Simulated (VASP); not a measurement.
# Na3Ti4S8 (a cell with a defect) in VASP: further runs, part 2 of 2

VASP 6.6.1. Earlier steps stand in the parts before.

## (3) Single point, LDA

INCAR reads:

```
PREC     = Accurate       # precision mode
ENCUT    = 520            # plane-wave cutoff, eV
EDIFF    = 1E-6           # SCF threshold, eV
ISMEAR   = -1             # smearing method
SIGMA    = 0.05           # smearing width, eV
LREAL    = Auto         
LASPH    = T              # aspherical terms in the spheres
NELM     = 100            # most SCF steps
ALGO     = Fast           # electronic algorithm
ISIF     = 2              # what is computed and relaxed
LWAVE    = F              # write WAVECAR
LCHARG   = T              # write CHGCAR
LELF     = T              # ELF
LVHAR    = T            
NBANDS   = 72             # bands
```

KPOINTS reads:

```
Automatic mesh
0
Gamma
  2 2 2
```

POSCAR reads:

```
Na3Ti4S8
1.0
   -3.6285300000     -6.2847980000      0.0000000000
    5.4427950000     -3.1423990000      0.0000000000
    0.0000000000      0.0000000000      6.8552330000
Ti S Na
4 8 3
Direct
    0.7067961375      0.4994365925      0.0387441244
    0.5130058289     -0.0420818641     -0.0159294367
    0.2242049482      0.4289770937      0.0194012370
   -0.0172505667     -0.0705141749      0.0189927899
    0.4771202673      0.5890071560      0.7996081242
    0.4974686436      0.2905455556      0.1932538252
    0.2253435629      0.1390215649      0.8393004293
    0.2438619881      0.7938128369      0.2471980165
    0.0107394424      0.6385264168      0.8057785928
   -0.0320685733      0.3322444111      0.2030273807
    0.7365056504      0.1238578428      0.8384251855
    0.7216828997      0.8514096254      0.2399334931
    0.5056678149     -0.0725305957      0.5366848946
    0.1855956998      0.4282615025      0.4617640276
   -0.0733194711     -0.0334464003      0.5233374270
```

Potentials or basis: VASP PAW LDA potentials, release 64 (Ti_sv, S, Na_pv).

Run with:

```bash
> cat potpaw_LDA.64/Ti_sv/POTCAR potpaw_LDA.64/S/POTCAR potpaw_LDA.64/Na_pv/POTCAR > POTCAR
> mpirun -np 1 vasp_std > vasp.out
```

OUTCAR:

```text
PREC = Accurate
   ENCUT = 520
   EDIFF = 1E-6
   ISMEAR = -1
   LREAL = Auto
   LASPH = T
   NELM = 100
   ISIF = 2

 ion  position               nearest neighbor table
   1  0.707  0.499  0.039-   6 2.27   5 2.40  10 2.44  12 2.61  11 2.74
   2  0.513  0.958  0.984-  11 2.17  12 2.41   6 2.54   7 2.58   5 2.65   8 2.85
   3  0.224  0.429  0.019-   7 2.20  10 2.33   6 2.47   9 2.51   5 2.58   8 2.78
   4  0.983  0.929  0.019-   9 2.35  12 2.47  11 2.49   7 2.52   8 2.60  10 2.83
   5  0.477  0.589  0.800-   1 2.40   3 2.58   2 2.65
   6  0.497  0.291  0.193-   1 2.27   3 2.47   2 2.54
   7  0.225  0.139  0.839-   3 2.20   4 2.52   2 2.58
   8  0.244  0.794  0.247-   4 2.60  14 2.76   3 2.78   2 2.85
   9  0.011  0.639  0.806-   4 2.35   3 2.51
  10  0.968  0.332  0.203-   3 2.33   1 2.44  14 2.45   4 2.83
  11  0.737  0.124  0.838-   2 2.17   4 2.49   1 2.74  15 2.75
  12  0.722  0.851  0.240-   2 2.41   4 2.47  15 2.55   1 2.61  13 2.61
  13  0.506  0.927  0.537-  12 2.61
  14  0.186  0.428  0.462-  10 2.45   8 2.76
  15  0.927  0.967  0.523-  12 2.55  11 2.75

  LATTYP: Found a simple orthorhombic cell.
 ALAT       =     6.2847982376
 B/A-ratio  =     1.0907642124
 C/A-ratio  =     1.1547005093

  Lattice vectors:

 A1 = (   5.4427950000,  -3.1423990000,   0.0000000000)
 A2 = (   0.0000000000,   0.0000000000,   6.8552330000)
 A3 = (  -3.6285300000,  -6.2847980000,   0.0000000000)

Analysis of symmetry for initial positions (statically):
=====================================================================
 Subroutine PRICEL returns:
 Original cell was already a primitive cell.

 Routine SETGRP: Setting up the symmetry group for a
 simple orthorhombic supercell.

 Subroutine GETGRP returns: Found  1 space group operations
 (whereof  1 operations were pure point group operations)
 out of a pool of  8 trial point group operations.

The static configuration has the point symmetry C_1 .

Analysis of symmetry for dynamics (positions and initial velocities):
=====================================================================
 Subroutine PRICEL returns:
 Original cell was already a primitive cell.

 Routine SETGRP: Setting up the symmetry group for a
 simple orthorhombic supercell.

 Subroutine GETGRP returns: Found  1 space group operations
 (whereof  1 operations were pure point group operations)
 out of a pool of  8 trial point group operations.

The dynamic configuration has the point symmetry C_1 .

 Subroutine INISYM returns: Found  1 space group operations
 (whereof  1 operations are pure point group operations),
 and found     1 'primitive' translations

----------------------------------------------------------------------------------------

                                     Primitive cell

  volume of cell :     312.6614

  direct lattice vectors                    reciprocal lattice vectors
    -3.628530000 -6.284798000  0.000000000    -0.068898424 -0.119335578  0.000000000
     5.442795000 -3.142399000  0.000000000     0.137796849 -0.079557052  0.000000000
     0.000000000  0.000000000  6.855233000     0.000000000  0.000000000  0.145873962

[... 79 lines left out ...]
   ions per type =               4   8   3
   NGX,Y,Z   is equivalent  to a cutoff of  12.37, 12.70, 13.10 a.u.
   NGXF,Y,Z  is equivalent  to a cutoff of  24.74, 25.39, 26.19 a.u.
 SYSTEM =  unknown system
   PREC   = accura    normal or accurate (medium, high low for compatibility)
   ISTART =      0    job   : 0-new  1-cont  2-samecut
   ICHARG =      2    charge: 1-file 2-atom 10-const
   ISPIN  =      1    spin polarized calculation?
   LNONCOLLINEAR =      F non collinear calculations
   LSORBIT =      F    spin-orbit coupling
   LASPH  =      T    aspherical Exc in radial PAW
   ENCUT  =  520.0 eV  38.22 Ry    6.18 a.u.  13.49 11.69 12.75*2*pi/ulx,y,z
   NELM   =    100;   NELMIN=  2; NELMDL= -5     # of ELM steps
   EDIFF  = 0.1E-05   stopping-criterion for ELM
   LREAL  =      T    real-space projection
   EDIFFG = 0.1E-04   stopping-criterion for IOM
   NSW    =      0    number of steps for IOM
   IBRION =     -1    ionic relax: 0-MD 1-quasi-New 2-CG
   NFREE  =      0    steps in history (QN), initial steepest desc. (CG)
   ISIF   =      2    stress and relaxation
   ISYM   =      2    0-nonsym 1-usesym 2-fastsym
   POTIM  = 0.5000    time-step for ionic-motion
   TEBEG  =    0.0;   TEEND  =   0.0 temperature during run
   PSTRESS=    0.0 pullay stress
   NELECT =     117.0000    total number of electrons
   NUPDOWN=      -1.0000    fix difference up-down
   EMIN   =  10.00;   EMAX   =-10.00  energy-range for DOS
   EFERMI =   0.00;   METHOD = LEGACY
   ISMEAR =    -1;   SIGMA  =   0.05  broadening in eV -4-tet -1-fermi 0-gaus
   EFERMI_NEDOS =   21; number of points for ismear=-14 and -15
   IALGO  =     68    algorithm
   IMIX   =      4    mixing-type and parameters
     AMIX     =   0.40;   BMIX     =  1.00
     AMIX_MAG =   1.60;   BMIX_MAG =  1.00
  volume/ion in A,a.u.               =      20.84       140.66
  Fermi-wavevector in a.u.,A,eV,Ry     =   1.179719  2.229346 18.935741  1.391738
  Thomas-Fermi vector in A             =   2.316025
   LORBIT       =      0    0 simple, 1 ext, 2 COOP (PROOUT), +10 PAW based schemes
   GGA     = CA    functional components
   LHFCALC =     F    Hartree Fock is set to
   AEXX    =    0.0000 exact exchange contribution
   IVDW    =     0    specifies the selected vdW correction
   LEPSILON=     F    determine dielectric tensor
   LRPA    =     F    only Hartree local field effects (RPA)
 non-spin polarized calculation
 RMM-DIIS sequential band-by-band and
  energy-cutoff  :      520.00
  volume of cell :      312.66
 maximum number of plane-waves:      8468
 NGX is ok and might be reduce to    54
   NGX = 27   NGY = 23   NGZ = 25

 number of electron     116.9999994 magnetization

 Free energy of the ion-electron system (eV)
  ---------------------------------------------------
  ext. energy  EPLUGINS =         0.00000000
  ---------------------------------------------------
  free energy    TOTEN  =       -94.29029010 eV

  energy without entropy =      -94.20437260  energy(sigma->0) =      -94.24733135

 E-fermi :   4.5076     XC(G=0):  -9.5844

 val. band max:        4.4943589255   @ k =   0.0000   0.0000   0.0000
 cond. band min:       4.5218659938   @ k =   0.5000  -0.0000   0.0000
 fundamental gap:      0.0275070682
 Fermi energy:         4.5076300938

 k-point     1 :       0.0000    0.0000    0.0000
  band No.  band energies     occupation
      1     -52.7837      2.00000
      2     -52.7546      2.00000
      3     -52.5847      2.00000
      4     -52.5565      2.00000
      5     -29.5214      2.00000
      6     -29.4924      2.00000
[... 573 lines left out ...]
     69       6.0577      0.00000
     70       6.2924      0.00000
 [bands above 70 left out]

------------------------ aborting loop because EDIFF is reached ----------------------------------------

  FORCE on cell =-STRESS in cart. coord.  units (eV):
  Direction    XX          YY          ZZ          XY          YZ          ZX
  --------------------------------------------------------------------------------------
  -------------------------------------------------------------------------------------
  Total      -15.0624051     -9.3806130     -2.7003693     -0.6905063      1.8918820     -1.1553246
  in kB      -77.1845982    -48.0692719    -13.8375588     -3.5383758      9.6946105     -5.9202541
  external PRESSURE =     -46.3638096 kB  Pullay stress =       0.0000000 kB

 VOLUME and BASIS-vectors are now :
 -----------------------------------------------------------------------------
  energy-cutoff  :      520.00
  volume of cell :      312.66
      direct lattice vectors                 reciprocal lattice vectors
    -3.628530000 -6.284798000  0.000000000    -0.068898424 -0.119335578  0.000000000
     5.442795000 -3.142399000  0.000000000     0.137796849 -0.079557052  0.000000000
     0.000000000  0.000000000  6.855233000     0.000000000  0.000000000  0.145873962

 POSITION                                       TOTAL-FORCE (eV/Angst)
 -----------------------------------------------------------------------------------
      0.15370     -6.01150      0.26560         0.309215     -0.783859     -0.876258
      3.35230     -6.23430      6.74603        -0.275532      1.767047      1.939568
      1.52130     -2.75710      0.13300         1.171306     -1.352958      0.287912
      1.49307     -9.09720      0.13020        -0.310838     -0.444992      0.786826
      1.47460     -4.84950      5.48150         0.870096     -0.722171      0.719929
     -0.22370     -4.03950      1.32480         0.520370      0.993742      0.895803
     -0.06100     -1.85310      5.75360        -1.488365      0.975327     -1.399656
      3.43570     -4.02710      1.69460         0.610620      0.361209     -1.177329
      3.43640     -2.07400      5.52380         0.391384      0.502407      0.642120
     -1.70383     -7.12730      1.39180        -0.593578      0.917104     -0.187339
     -1.99830     -5.01800      5.74760         0.204868     -1.574566     -1.326719
      2.01540     -7.21110      1.64480        -1.367543      0.315400     -1.450289
      3.21319     -6.09250      3.67910         0.320017      0.496696     -0.141432
      1.65750     -2.51220      3.16550        -0.007218     -0.790663      1.125267
      1.89827     -8.86130      3.58760        -0.354803     -0.659723      0.161598
 -----------------------------------------------------------------------------------
    total drift:                               -0.003127      0.006529     -0.003191

  FREE ENERGIE OF THE ION-ELECTRON SYSTEM (eV)
  ---------------------------------------------------
  free  energy   TOTEN  =       -94.2902901033 eV

  energy  without entropy=      -94.2043726033  energy(sigma->0) =      -94.24733135
```

It took 7.7 min on 1 thread of AMD EPYC 9R14 (Zen 4), shared host; peak memory 0.31 GiB.

What came out:

```yaml
Free_energy: -94.2903 eV
Pressure: -4.6 GPa
Largest_force: 2.638 eV/Å
Band_gap_on_the_k_mesh: none (metal or under the smearing width)
```

Forces on the atoms (eV/Å):
```
Ti   0.309 -0.784 -0.876
Ti  -0.276  1.767  1.940
Ti   1.171 -1.353  0.288
Ti  -0.311 -0.445  0.787
S    0.870 -0.722  0.720
S    0.520  0.994  0.896
S   -1.488  0.975 -1.400
S    0.611  0.361 -1.177
S    0.391  0.502  0.642
S   -0.594  0.917 -0.187
S    0.205 -1.575 -1.327
S   -1.368  0.315 -1.450
Na   0.320  0.497 -0.141
Na  -0.007 -0.791  1.125
Na  -0.355 -0.660  0.162
```

Levels at points of the mesh, in eV from the Fermi level:
```csv
k point,band 57,band 58,band 59,band 60,band 61,band 62
"(0.00, 0.00, 0.00)",-1.24,-0.19,-0.01,0.16,0.36,0.42
"(0.50, 0.00, 0.00)",-1.61,0.01,0.16,0.32,0.40,0.50
"(0.00, 0.50, 0.00)",-1.68,-0.22,-0.16,0.10,0.28,0.49
"(0.50, 0.50, 0.00)",-1.75,-0.18,0.03,0.10,0.44,0.53
"(0.00, 0.00, 0.50)",-1.27,-0.20,-0.02,0.14,0.35,0.43
"(0.50, 0.00, 0.50)",-1.87,-0.07,0.17,0.34,0.38,0.51
"(0.00, 0.50, 0.50)",-1.74,-0.29,-0.20,0.08,0.23,0.49
"(0.50, 0.50, 0.50)",-1.81,-0.22,-0.04,0.09,0.37,0.46
```

Caveat: the k mesh is coarse (spacing up to 0.50 Å⁻¹), so the values aren't converged.

## (4) Single point, LDA

INCAR reads:

```
PREC = Accurate
ENCUT = 520
EDIFF = 1E-7
ISMEAR = -1
SIGMA = 0.05
LREAL = Auto
LASPH = T
NELM = 60
ALGO = Fast
ISIF = 2
LWAVE = F
LCHARG = T
LELF = T
LVHAR = T
NBANDS = 72
```

KPOINTS reads:

```
regular mesh
0
Gamma
  2 2 2
```

POSCAR reads:

```
Na3Ti4S8
1.0
   -3.6285300000     -6.2847980000      0.0000000000
    5.4427950000     -3.1423990000      0.0000000000
    0.0000000000      0.0000000000      6.8552330000
Ti S Na
4 8 3
Direct
    0.6919406238      0.4997115107      0.0323986070
    0.5118794994     -0.0478485558      0.0149083189
    0.2161156814      0.4439781828      0.0389921101
   -0.0018231721     -0.0422421632     -0.0043324567
    0.4860185740      0.6230499176      0.8362516635
    0.4576626029      0.2948011976      0.2167832953
    0.2400206409      0.1101129284      0.8067997105
    0.2212188152      0.8057806894      0.2167832953
    0.0110258217      0.6338485144      0.8214600437
   -0.0373241226      0.2847743304      0.2109045747
    0.7556322016      0.1422493613      0.8130431161
    0.7187641122      0.7870142351      0.2310205940
    0.4811169863     -0.0613935637      0.5408714773
    0.1875229908      0.4377406824      0.5394419125
   -0.0427824412     -0.0212643268      0.5365681954
```

Run with:

```bash
> cat potpaw_LDA.64/Ti_sv/POTCAR potpaw_LDA.64/S/POTCAR potpaw_LDA.64/Na_pv/POTCAR > POTCAR
> mpirun -np 1 vasp_std > vasp.out
```

It took 9 min on 1 thread of AMD EPYC 9R14 (Zen 4), shared host; peak memory 0.31 GiB.

Results (log left out):

```
Free energy            : -95.3094 eV
Pressure               : -5.2 GPa
Largest force          : 2.574 eV/Å
Band gap on the k mesh : none (metal or under the smearing width)
```

Forces in eV/Å, atoms in the order of the input:
```
Ti  -2.357 -0.717  0.746
Ti   0.928  0.353 -0.103
Ti   0.172  0.180 -0.234
Ti   0.158  0.066  0.604
S    1.215  0.905 -1.505
S   -0.626 -0.655  0.296
S    0.389 -0.390  0.317
S   -0.593 -0.190  0.184
S    0.522  0.978  0.025
S   -0.039 -0.421 -0.039
S    0.269  1.029  0.714
S    0.285 -0.813  0.348
Na   0.039 -0.106 -0.324
Na  -0.067 -0.179 -0.420
Na  -0.296 -0.039 -0.610
```

Stress tensor (GPa, compression positive):
```
-6.38  0.80 -1.61
 0.80 -7.76 -2.66
-1.61 -2.66 -1.46
```

Levels at points of the mesh, in eV from the Fermi level:
| k point | band 56 | band 57 | band 58 | band 59 | band 60 | band 61 |
| --- | --- | --- | --- | --- | --- | --- |
| (0.00, 0.00, 0.00) | -1.52 | -1.28 | -0.14 | 0.02 | 0.07 | 0.24 |
| (0.50, 0.00, 0.00) | -1.69 | -1.61 | 0.01 | 0.11 | 0.28 | 0.36 |
| (0.00, 0.50, 0.00) | -1.81 | -1.73 | -0.33 | -0.18 | 0.01 | 0.15 |
| (0.50, 0.50, 0.00) | -2.08 | -1.86 | -0.03 | 0.03 | 0.11 | 0.23 |
| (0.00, 0.00, 0.50) | -1.57 | -1.31 | -0.21 | 0.02 | 0.07 | 0.32 |
| (0.50, 0.00, 0.50) | -2.04 | -1.90 | 0.02 | 0.16 | 0.28 | 0.32 |
| (0.00, 0.50, 0.50) | -2.10 | -1.94 | -0.42 | -0.27 | -0.02 | 0.10 |
| (0.50, 0.50, 0.50) | -2.13 | -2.00 | -0.10 | 0.01 | 0.07 | 0.24 |

Caveat: the k mesh is coarse (spacing up to 0.50 Å⁻¹), so the values aren't converged.
